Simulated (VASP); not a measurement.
Consider the following.

```
CELL_PARAMETERS angstrom
      0.00000     2.83334     2.83334
      2.83334     0.00000     2.83334
      2.83334     2.83334     0.00000
ATOMIC_POSITIONS crystal
  Ag 0.00000 0.00000 0.00000
  Br 0.50000 0.50000 0.50000
```

The numbers are results of PBEsol GGA, VASP's PBE PAW potentials (set 64) (plane waves; VASP), not measurements. Run with 400 eV cut-off, Gaussian smearing of 0.050 eV, potentials Ag Br.

Q: Give the energies of bands 2 to 11 at the high-symmetry points, in eV from the valence-band maximum.

A: 
| band | Γ | X | U | L | W |
|---|---|---|---|---|---|
| 2 | -3.00 | -4.65 | -4.54 | -5.68 | -4.51 |
| 3 | -3.00 | -3.31 | -4.48 | -4.47 | -4.28 |
| 4 | -3.00 | -3.08 | -4.06 | -4.47 | -4.28 |
| 5 | -3.00 | -3.08 | -2.83 | -2.65 | -2.54 |
| 6 | -3.00 | -2.82 | -2.59 | -2.65 | -2.51 |
| 7 | -2.09 | -2.54 | -2.36 | -2.29 | -2.45 |
| 8 | -2.09 | -2.54 | -2.16 | 0.00 | -2.45 |
| 9 | -2.09 | -2.41 | -1.32 | 0.00 | -1.69 |
| 10 | 0.50 | 1.38 | 2.82 | 3.43 | 3.76 |
| 11 | 9.80 | 6.83 | 6.68 | 6.55 | 7.00 |

The gap is indirect, 0.50 eV, from the valence maximum at L to the conduction minimum at Γ.

The compound is AgBr in the rock salt structure. It was relaxed first, which changed the volume by -5 %.
